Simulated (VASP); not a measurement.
Computed with r2SCAN meta-GGA, VASP's PBE PAW potentials (set 64) (plane waves; VASP 6.6.1).

The input files of a VASP run:

INCAR:
```
ISIF=4   ! ions and shape, fixed volume
LREAL=.False.
SYSTEM=Re
ISMEAR=1   ! Methfessel-Paxton
LCHARG=.False.
SIGMA=0.1   ! width (eV)
ALGO=Normal   ! blocked Davidson
IBRION=2
METAGGA=R2SCAN
LMIXTAU=.True.
ENCUT=520
NSW=30
EDIFFG=-0.01   ! ionic stop
EDIFF=1E-7   ! SCF stop (eV)
LWAVE=.False.
LMAXMIX=6
PREC=Accurate
LASPH=.True.   ! aspherical one-centre terms
NELM=100   ! most electronic steps
```

**POSCAR**
```
Re
1.0
  1.3919716428  -2.4109654929   0.0000000000
  1.3919716428   2.4109654929   0.0000000000
  0.0000000000   0.0000000000   4.5107729710
Re
2
Cart
  1.3919716428   0.8036567716   1.1276932427
  1.3919716428  -0.8036567716   3.3830797282
```

KPOINTS:
```
kpoints
0
G
 15 15 8
```

POTCAR, in this order: Re (PBE.64 set). Program: vasp_std.

Output

**OSZICAR**
```
       N       E                     dE             d eps       ncg     rms          rms(c)
DAV:   1    -0.481690939879E+02   -0.48169E+02   -0.72743E+03  5326   0.164E+03
DAV:   2    -0.990832910040E+02   -0.50914E+02   -0.43650E+02  4620   0.329E+02
DAV:   3    -0.105787591444E+03   -0.67043E+01   -0.54447E+01  5084   0.255E+02
DAV:   4    -0.106170272787E+03   -0.38268E+00   -0.34242E+00  5453   0.283E+01
DAV:   5    -0.106183773242E+03   -0.13500E-01   -0.12948E-01  5131   0.357E+00    0.336E+01
DAV:   6    -0.105184991315E+03    0.99878E+00   -0.41390E-01  5581   0.139E+01    0.175E+01
DAV:   7    -0.103882324278E+03    0.13027E+01   -0.30893E+00  5435   0.547E+01    0.866E+00
DAV:   8    -0.104862730484E+03   -0.98041E+00   -0.13276E+00  5438   0.321E+01    0.292E+00
DAV:   9    -0.104867121984E+03   -0.43915E-02   -0.76505E-02  5454   0.947E+00    0.745E-01
DAV:  10    -0.104849816099E+03    0.17306E-01   -0.10536E-02  5233   0.320E+00    0.129E+00
DAV:  11    -0.104873531524E+03   -0.23715E-01   -0.73761E-03  5078   0.307E+00    0.506E-02
DAV:  12    -0.104874226232E+03   -0.69471E-03   -0.29313E-04  5147   0.209E-01    0.818E-02
DAV:  13    -0.104874224160E+03    0.20719E-05   -0.86655E-05  5416   0.351E-01    0.891E-03
DAV:  14    -0.104874224720E+03   -0.56036E-06   -0.10323E-05  5151   0.993E-02    0.868E-03
DAV:  15    -0.104874233357E+03   -0.86363E-05   -0.24993E-06  4891   0.234E-02    0.176E-03
DAV:  16    -0.104874232672E+03    0.68437E-06   -0.13139E-07  2768   0.116E-02    0.334E-03
DAV:  17    -0.104874233388E+03   -0.71590E-06   -0.50161E-08  2349   0.111E-02    0.517E-03
DAV:  18    -0.104874233159E+03    0.22964E-06   -0.38389E-08  2268   0.812E-03    0.101E-03
DAV:  19    -0.104874233156E+03    0.27986E-08   -0.33192E-08  2217   0.777E-03
   1 F= -.10487423E+03 E0= -.10487454E+03  d E =-.104874E+03
       N       E                     dE             d eps       ncg     rms          rms(c)
DAV:   1    -0.104874462555E+03   -0.22940E-03   -0.29157E-02  4492   0.638E+00    0.835E-02
DAV:   2    -0.104874227339E+03    0.23522E-03   -0.33731E-04  5556   0.276E-01    0.433E-02
DAV:   3    -0.104874200057E+03    0.27282E-04   -0.74226E-05  5056   0.111E-01    0.984E-03
DAV:   4    -0.104874211719E+03   -0.11662E-04   -0.31769E-05  5798   0.890E-02    0.614E-03
DAV:   5    -0.104874219053E+03   -0.73335E-05   -0.68694E-06  5477   0.529E-02    0.171E-03
DAV:   6    -0.104874218875E+03    0.17766E-06   -0.18211E-07  2286   0.800E-03    0.126E-03
DAV:   7    -0.104874219085E+03   -0.21017E-06   -0.41109E-08  2061   0.133E-02    0.145E-03
DAV:   8    -0.104874219077E+03    0.75280E-08   -0.42435E-08  2026   0.387E-03
   2 F= -.10487422E+03 E0= -.10487459E+03  d E =0.140782E-04
       N       E                     dE             d eps       ncg     rms          rms(c)
DAV:   1    -0.104874353339E+03   -0.13425E-03   -0.80548E-03  4461   0.336E+00    0.441E-02
DAV:   2    -0.104874288469E+03    0.64869E-04   -0.92395E-05  5527   0.141E-01    0.228E-02
DAV:   3    -0.104874281607E+03    0.68628E-05   -0.20763E-05  5168   0.603E-02    0.544E-03
DAV:   4    -0.104874284907E+03   -0.33004E-05   -0.80622E-06  5666   0.426E-02    0.305E-03
DAV:   5    -0.104874286495E+03   -0.15885E-05   -0.24939E-06  4800   0.318E-02    0.135E-03
DAV:   6    -0.104874286928E+03   -0.43285E-06   -0.13333E-07  1994   0.126E-02    0.984E-04
DAV:   7    -0.104874286922E+03    0.60925E-08   -0.41756E-08  1906   0.920E-03
   3 F= -.10487429E+03 E0= -.10487463E+03  d E =-.537665E-04
```

**OUTCAR**
```
------------------------ aborting loop because EDIFF is reached ----------------------------------------
  FORCE on cell =-STRESS in cart. coord.  units (eV):
  Direction    XX          YY          ZZ          XY          YZ          ZX
  --------------------------------------------------------------------------------------
  Total       -2.0738192     -2.0738191     -2.0744732      0.0000000      0.0000000      0.0000000
  in kB     -109.7435832   -109.7435732   -109.7781891      0.0000000      0.0000000      0.0000000
  external PRESSURE =    -109.7551152 kB  Pullay stress =       0.0000000 kB
  volume of cell :       30.28
      direct lattice vectors                 reciprocal lattice vectors
     1.391343647 -2.409877778 -0.000000000     0.359364849 -0.207479402 -0.000000000
     1.391343647  2.409877778  0.000000000     0.359364849  0.207479402 -0.000000000
     0.000000000 -0.000000000  4.514845837     0.000000000 -0.000000000  0.221491505
 POSITION                                       TOTAL-FORCE (eV/Angst)
 -----------------------------------------------------------------------------------
      1.39134      0.80329      1.12871        -0.000000     -0.000000      0.000000
      1.39134     -0.80329      3.38613         0.000000      0.000000      0.000000
 -----------------------------------------------------------------------------------
    total drift:                                0.000000      0.000012     -0.000017
  FREE ENERGIE OF THE ION-ELECTRON SYSTEM (eV)
  ---------------------------------------------------
  free  energy   TOTEN  =      -104.8742869222 eV

  energy  without entropy=     -104.8753047631  energy(sigma->0) =     -104.87462620

 reached required accuracy - stopping structural energy minimisation
```
(Selected blocks of OUTCAR.)

File CONTCAR:
```
Re
   1.00000000000000
     1.3913436471387290   -2.4098777781375196   -0.0000000000000000
     1.3913436471387290    2.4098777781375196    0.0000000000000000
     0.0000000000000000   -0.0000000000000000    4.5148458366557618
  Re
     2
Direct
     0.3333330000000032    0.6666669999999968    0.2500000000000000
     0.6666669999999968    0.3333330000000032    0.7500000000000000
```

OUTCAR:
```
 val. band max:        7.3176825576   @ k =   0.2667   0.0000   0.5000

 cond. band min:       7.3331240316   @ k =   0.1333   0.0667   0.0000


 Fermi energy:         7.3185139517

 k-point     1 :       0.0000    0.0000    0.0000
  band No.  band energies     occupation
      1      -2.8078      2.00000
      2       0.6117      2.00000
      3       5.7087      2.00000
      4       5.8009      2.00000
      5       5.8009      2.00000
      6       6.6122      2.00000
      7       6.6122      2.00000
      8       7.5977     -0.00057
      9       7.5977     -0.00057
     10       7.7726     -0.00000
     11      10.7269      0.00000

 k-point     2 :       0.0667   -0.0000    0.0000
  band No.  band energies     occupation
      1      -2.6226      2.00000
      2       0.7855      2.00000
      3       5.3164      2.00000
      4       5.9685      2.00000
      5       6.1295      2.00000
      6       6.4821      2.00000
      7       6.7703      2.00000
      8       7.0636      2.00186
      9       7.4586     -0.06346
     10       7.5439     -0.00648
     11      10.8166      0.00000

 k-point     3 :       0.1333    0.0000    0.0000
  band No.  band energies     occupation
      1      -2.0890      2.00000
      2       1.2585      2.00000
      3       4.7976      2.00000
      4       5.8790      2.00000
      5       6.0857      2.00000
      6       6.4630      2.00000
      7       6.6299      2.00000
      8       7.1096      2.01186
      9       7.2347      1.99838
     10       7.2842      1.54495
     11      11.0248      0.00000

 k-point     4 :       0.2000    0.0000    0.0000
  band No.  band energies     occupation
      1      -1.2785      2.00000
      2       1.8320      2.00000
      3       4.3662      2.00000
      4       4.7131      2.00000
      5       5.6956      2.00000
      6       6.6740      2.00000
      7       6.9388      2.00000
      8       7.2564      1.85843
      9       7.2671      1.75509
...
```

Unless said otherwise, spin-orbit coupling is left out, though it shifts the bands of the heavy elements here.

The compound is Re in the hcp structure. This cell is one point of a volume scan, at 1.03 of the reference volume. Symmetry was kept, so distortions that lower it aren't found.
